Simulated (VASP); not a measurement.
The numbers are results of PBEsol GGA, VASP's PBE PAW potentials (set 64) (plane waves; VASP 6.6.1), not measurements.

A VASP calculation is set up with these files.

**KPOINTS**
```
Automatic mesh
0
Gamma
12 12 12
0 0 0
```

### INCAR
```
! general
SYSTEM = CaC2
PREC   = Accurate
ENCUT  = 400   ! plane-wave cut-off (eV)
LREAL  = .False.   ! projection in real space or not
LASPH  = .True.   ! aspherical one-centre terms

! electronic loop
EDIFF  = 1E-6
NELM   = 100
ALGO   = Normal

! smearing
ISMEAR = 0
SIGMA  = 0.01

! functional
GGA    = PS

! ions
ISIF   = 2   ! forces and stress, cell fixed

! output
LWAVE  = .False.
LCHARG = .False.
```

**POSCAR**
```
CaC2
1.0
 -1.9343000000   1.9343000000   3.2021100000
  1.9343000000  -1.9343000000   3.2021100000
  1.9343000000   1.9343000000  -3.2021100000
Ca C
1 2
Cart
  0.0000000000   0.0000000000   0.0000000000
  0.0000000000  -0.0000000000   3.8290190958
  0.0000000000  -0.0000000000   2.5752009042
```

POTCAR, in this order: Ca_sv C (PBE.64 set). Program: vasp_std.

Output

OUTCAR:
```
 ion  position               nearest neighbor table
   1  0.000  0.000  0.000-   2 2.58   3 2.58
   2  0.598  0.598  0.000-   3 1.25   1 2.58
   3  0.402  0.402  0.000-   2 1.25   1 2.58
  LATTYP: Found a body centered tetragonal cell.
 ALAT       =     3.8686000000
 C/A-ratio  =     1.6554360751
 Subroutine PRICEL returns:
 Original cell was already a primitive cell.
 Subroutine GETGRP returns: Found 16 space group operations
The static configuration has the point symmetry D_4h.
The dynamic configuration has the point symmetry D_4h.
 Subroutine INISYM returns: Found 16 space group operations
 Subroutine IBZKPT returns following result:
 Found    163 irreducible k-points:

 Following reciprocal coordinates:
            Coordinates               Weight
  0.000000  0.000000  0.000000      1.000000
  0.083333  0.000000 -0.000000      8.000000
  0.166667 -0.000000  0.000000      8.000000
  0.250000  0.000000  0.000000      8.000000
  0.333333  0.000000  0.000000      8.000000
  0.416667 -0.000000  0.000000      8.000000
  0.500000  0.000000  0.000000      4.000000
  0.083333  0.083333 -0.000000      8.000000
  0.166667  0.083333  0.000000     16.000000
  0.250000  0.083333  0.000000     16.000000
  0.333333  0.083333  0.000000     16.000000
  0.416667  0.083333  0.000000     16.000000
  0.500000  0.083333  0.000000     16.000000
 -0.416667  0.083333 -0.000000     16.000000
 -0.333333  0.083333 -0.000000     16.000000
 -0.250000  0.083333 -0.000000     16.000000
 -0.166667  0.083333 -0.000000     16.000000
 -0.083333  0.083333  0.000000      4.000000
  0.166667  0.166667  0.000000      8.000000
  0.250000  0.166667 -0.000000     16.000000
  0.333333  0.166667  0.000000     16.000000
  0.416667  0.166667  0.000000     16.000000
  0.500000  0.166667  0.000000     16.000000
 -0.416667  0.166667 -0.000000     16.000000
 -0.333333  0.166667  0.000000     16.000000
 -0.250000  0.166667  0.000000     16.000000
 -0.166667  0.166667  0.000000      4.000000
  0.250000  0.250000  0.000000      8.000000
  0.333333  0.250000  0.000000     16.000000
  0.416667  0.250000  0.000000     16.000000
  0.500000  0.250000  0.000000     16.000000
 -0.416667  0.250000 -0.000000     16.000000
 -0.333333  0.250000 -0.000000     16.000000
 -0.250000  0.250000  0.000000      4.000000
  0.333333  0.333333  0.000000      8.000000
  0.416667  0.333333  0.000000     16.000000
  0.500000  0.333333 -0.000000     16.000000
 -0.416667  0.333333 -0.000000     16.000000
 -0.333333  0.333333  0.000000      4.000000
  0.416667  0.416667  0.000000      8.000000
   k-points           NKPTS =    163   k-points in BZ     NKDIM =    163   number of bands    NBANDS=     13
   number of dos      NEDOS =    301   number of ions     NIONS =      3
   total plane-waves  NPLWV =  21952
   dimension x,y,z NGX =    28 NGY =   28 NGZ =   28
   dimension x,y,z NGXF=    56 NGYF=   56 NGZF=   56
   ions per type =               1   2
   PREC   = accura    normal or accurate (medium, high low for compatibility)
   ISTART =      0    job   : 0-new  1-cont  2-samecut
   ICHARG =      2    charge: 1-file 2-atom 10-const
   ISPIN  =      1    spin polarized calculation?
   LNONCOLLINEAR =      F non collinear calculations
   LSORBIT =      F    spin-orbit coupling
   INIWAV =      1    electr: 0-lowe 1-rand  2-diag
   ENCUT  =  400.0 eV  29.40 Ry    5.42 a.u.   6.87  6.87  6.87*2*pi/ulx,y,z
   NELM   =    100;   NELMIN=  2; NELMDL= -5     # of ELM steps
   EDIFF  = 0.1E-05   stopping-criterion for ELM
   LREAL  =      F    real-space projection
...
```

**OSZICAR**
```
       N       E                     dE             d eps       ncg     rms          rms(c)
DAV:   1     0.103595361989E+03    0.10360E+03   -0.79273E+03  4238   0.108E+03
DAV:   2    -0.175949403070E+02   -0.12119E+03   -0.11751E+03  5035   0.280E+02
DAV:   3    -0.234067648119E+02   -0.58118E+01   -0.57865E+01  5728   0.621E+01
DAV:   4    -0.236608316858E+02   -0.25407E+00   -0.25395E+00  7703   0.115E+01
DAV:   5    -0.236621994822E+02   -0.13678E-02   -0.13673E-02  5667   0.883E-01    0.888E+00
DAV:   6    -0.213746491440E+02    0.22876E+01   -0.54000E+00  5173   0.141E+01    0.435E+00
DAV:   7    -0.211879893272E+02    0.18666E+00   -0.15004E+00  6522   0.708E+00    0.174E+00
DAV:   8    -0.211902776343E+02   -0.22883E-02   -0.24844E-01  5346   0.351E+00    0.470E-01
DAV:   9    -0.211827177962E+02    0.75598E-02   -0.36238E-02  5570   0.124E+00    0.135E-01
DAV:  10    -0.211831964579E+02   -0.47866E-03   -0.43701E-03  6842   0.461E-01    0.625E-02
DAV:  11    -0.211832912791E+02   -0.94821E-04   -0.17485E-04  5878   0.102E-01    0.509E-02
DAV:  12    -0.211832377365E+02    0.53543E-04   -0.24135E-04  5451   0.125E-01    0.833E-03
DAV:  13    -0.211832384705E+02   -0.73406E-06   -0.22826E-05  6972   0.350E-02    0.422E-03
DAV:  14    -0.211832381173E+02    0.35318E-06   -0.74627E-07  3894   0.881E-03
   1 F= -.21183238E+02 E0= -.21183238E+02  d E =-.155081-102
```

### OUTCAR
```
------------------------ aborting loop because EDIFF is reached ----------------------------------------
  FORCE on cell =-STRESS in cart. coord.  units (eV):
  Direction    XX          YY          ZZ          XY          YZ          ZX
  --------------------------------------------------------------------------------------
  Total       -0.7478622     -0.7478622     -0.1620940      0.0000000      0.0000000      0.0000000
  in kB      -25.0027776    -25.0027776     -5.4191789      0.0000000      0.0000000      0.0000000
  external PRESSURE =     -18.4749114 kB  Pullay stress =       0.0000000 kB
  volume of cell :       47.92
      direct lattice vectors                 reciprocal lattice vectors
    -1.934300000  1.934300000  3.202110000     0.000000000  0.258491444  0.156147041
     1.934300000 -1.934300000  3.202110000     0.258491444  0.000000000  0.156147041
     1.934300000  1.934300000 -3.202110000     0.258491444  0.258491444  0.000000000
 POSITION                                       TOTAL-FORCE (eV/Angst)
 -----------------------------------------------------------------------------------
      0.00000      0.00000      0.00000         0.000000      0.000000      0.000000
      0.00000      0.00000      3.82902        -0.000000     -0.000000      0.744934
      0.00000      0.00000      2.57520        -0.000000     -0.000000     -0.744934
 -----------------------------------------------------------------------------------
    total drift:                               -0.000000     -0.000000      0.000000
  FREE ENERGIE OF THE ION-ELECTRON SYSTEM (eV)
  ---------------------------------------------------
  free  energy   TOTEN  =       -21.1832381173 eV

  energy  without entropy=      -21.1832381173  energy(sigma->0) =      -21.18323812
```
(Selected blocks of OUTCAR.)

At this cut-off the stress carries a Pulay error, which pulls relaxed volumes low.

The structure comes from a computed database's CaC2 entry (I4/mmm); how it stands against other phases isn't given here. The cell was not relaxed at this level. The run is one of a series of settings (GGA = PS, POTCAR Ca_sv C (PBE.64 set) against the base run), some of them coarse on purpose.
